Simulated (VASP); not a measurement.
Consider the following.

```xyz
65
Lattice="10.9371 0.0000 0.0000 0.0000 10.9371 0.0000 0.0000 0.0000 10.9371" Properties=species:S:1:pos:R:3 pbc="T T T"
Si     5.4685     0.0000     0.0000
Si     6.8357     1.3671     1.3671
Si     8.2028     2.7343     0.0000
Si     9.5699     4.1014     1.3671
Si     8.2028     0.0000     2.7343
Si     9.5699     1.3671     4.1014
Si     0.0000     0.0000     0.0000
Si     1.3671     1.3671     1.3671
Si     2.7343     2.7343     0.0000
Si     4.0901     4.0848     1.3685
Si     5.4685     5.4685     0.0000
Si     6.8357     6.8357     1.3671
Si     8.2028     8.2028     0.0000
Si     9.5699     9.5699     1.3671
Si     2.7343     0.0000     2.7343
Si     4.0587     1.3200     4.0664
Si     5.4441     2.6909     2.7773
Si     6.8404     4.1485     4.1414
Si     8.2028     5.4685     2.7343
Si     9.5699     6.8357     4.1014
Si     5.4685     0.0000     5.4685
Si     6.8357     1.3671     6.8357
Si     8.2028     2.7343     5.4685
Si     9.5699     4.1014     6.8357
Si     8.2028     0.0000     8.2028
Si     9.5699     1.3671     9.5699
Si     0.0000     5.4685     0.0000
Si     1.3671     6.8357     1.3671
Si     2.7343     8.2028     0.0000
Si     4.1014     9.5699     1.3671
Si     0.0000     2.7343     2.7343
Si     1.3790     4.0778     4.1190
Si     2.7030     5.4911     2.7461
Si     4.1121     6.8549     4.1055
Si     5.4685     8.2028     2.7343
Si     6.8357     9.5699     4.1014
Si     0.0000     0.0000     5.4685
Si     1.3671     1.3671     6.8357
Si     2.7743     2.7262     5.4738
Si     4.1136     4.1486     6.8524
Si     5.4632     5.4408     5.5074
Si     6.8357     6.8357     6.8357
Si     8.2028     8.2028     5.4685
Si     9.5699     9.5699     6.8357
Si     2.7343     0.0000     8.2028
Si     4.1014     1.3671     9.5699
Si     5.4685     2.7343     8.2028
Si     6.8357     4.1014     9.5699
Si     8.2028     5.4685     8.2028
Si     9.5699     6.8357     9.5699
Si     0.0000     8.2028     2.7343
Si     1.3671     9.5699     4.1014
Si     0.0000     5.4685     5.4685
Si     1.3671     6.8357     6.8357
Si     2.7343     8.2028     5.4685
Si     4.1014     9.5699     6.8357
Si     0.0000     2.7343     8.2028
Si     1.3671     4.1014     9.5699
Si     2.7343     5.4685     8.2028
Si     4.1014     6.8357     9.5699
Si     5.4685     8.2028     8.2028
Si     6.8357     9.5699     9.5699
Si     0.0000     8.2028     8.2028
Si     1.3671     9.5699     9.5699
Li     4.1137     4.1293     4.1058
```
Cell charge +1.

All values below come from PBE GGA, VASP's PBE PAW potentials (set 64) (plane waves; VASP). Settings: PREC = Normal, LREAL = Auto, ISYM = 0, NELECT = 256.0, EDIFF = 1E-5, 400 eV cut-off, 1×1×1 Γ-centred mesh, Gaussian smearing of 0.050 eV, potentials Si Li.

At this cut-off the stress carries a Pulay error, which pulls relaxed volumes low. The cell is charged, with a uniform compensating background. The supercell is sampled at Γ alone, which is coarse: total energies, pressure and levels can be off, energies of defects by several tenths of an eV.

Q: The ions are relaxed. Which structure does the run end with?

A: 
```xyz
65
Lattice="10.9371 0.0000 0.0000 0.0000 10.9371 0.0000 0.0000 0.0000 10.9371" Properties=species:S:1:pos:R:3 pbc="T T T"
Si     5.4628    10.9301    10.9307
Si     6.8681     1.3358     1.3357
Si     8.2130     2.7392    10.9317
Si     9.5696     4.1012     1.3729
Si     8.2104    10.9295     2.7395
Si     9.5695     1.3692     4.1012
Si    10.9325    10.9347    10.9335
Si     1.3606     1.3640     1.3617
Si     2.7288     2.7288    10.9368
Si     4.0992     4.0996     1.3569
Si     5.4732     5.4716     0.0031
Si     6.8381     6.8378     1.3651
Si     8.2033     8.2035    10.9362
Si     9.5679     9.5696     1.3645
Si     2.7223    10.9315     2.7249
Si     4.0977     1.3422     4.1016
Si     5.5085     2.6881     2.7001
Si     6.8511     4.1021     4.1088
Si     8.2014     5.4719     2.7309
Si     9.5692     6.8292     4.1017
Si     5.4741    10.9310     5.4748
Si     6.8371     1.3642     6.8376
Si     8.2065     2.7282     5.4764
Si     9.5699     4.1007     6.8375
Si     8.2022    10.9362     8.2029
Si     9.5672     1.3637     9.5690
Si    10.9269     5.4632    10.9317
Si     1.3323     6.8701     1.3345
Si     2.7399     8.2103    10.9291
Si     4.1009     9.5691     1.3688
Si    10.9364     2.7290     2.7310
Si     1.3517     4.0984     4.1071
Si     2.6883     5.5119     2.6963
Si     4.1015     6.8554     4.1048
Si     5.4749     8.2054     2.7286
Si     6.8360     9.5686     4.1017
Si    10.9284    10.9307     5.4635
Si     1.3344     1.3343     6.8707
Si     2.6989     2.6897     5.5150
Si     4.1041     4.1041     6.8609
Si     5.5124     5.5164     5.5191
Si     6.8739     6.8753     6.8749
Si     8.2161     8.2123     5.4635
Si     9.5711     9.5721     6.8397
Si     2.7392    10.9286     8.2132
Si     4.1012     1.3689     9.5715
Si     5.4770     2.7283     8.2096
Si     6.8354     4.1009     9.5759
Si     8.2118     5.4631     8.2153
Si     9.5708     6.8394     9.5711
Si    10.9248     8.2094     2.7403
Si     1.3652     9.5686     4.1013
Si    10.9348     5.4724     5.4772
Si     1.3626     6.8400     6.8396
Si     2.7268     8.2072     5.4764
Si     4.1013     9.5690     6.8377
Si    10.9288     2.7393     8.2137
Si     1.3674     4.1014     9.5734
Si     2.7249     5.4760     8.2086
Si     4.1011     6.8311     9.5735
Si     5.4632     8.2122     8.2175
Si     6.8393     9.5720     9.5727
Si    10.9353     8.2052     8.2042
Si     1.3641     9.5689     9.5704
Li     4.1055     4.1118     4.1074
```
Cell charge +1.

Q: How much energy does the relaxation gain?

A: The energy (σ→0) changes by -4.3 meV/atom, in 10 ionic steps.

```csv
step,E(σ→0) (eV),max force (eV/Å),pressure (GPa),volume (Å³)
1,-348.1908,1.465,0.12,1308.29
2,-348.4006,0.543,0.06,1308.29
3,-348.4029,0.591,0.06,1308.29
4,-348.4442,0.252,0.05,1308.29
5,-348.4548,0.203,0.04,1308.29
6,-348.4671,0.049,0.03,1308.29
7,-348.4679,0.060,0.03,1308.29
8,-348.4695,0.033,0.03,1308.29
9,-348.4696,0.032,0.03,1308.29
10,-348.4702,0.022,0.03,1308.29
```

The cell is a supercell with a defect, built from Si (diamond): Li_i, charge +1. The run is not spin-polarised, so no state with unpaired spins was tried.
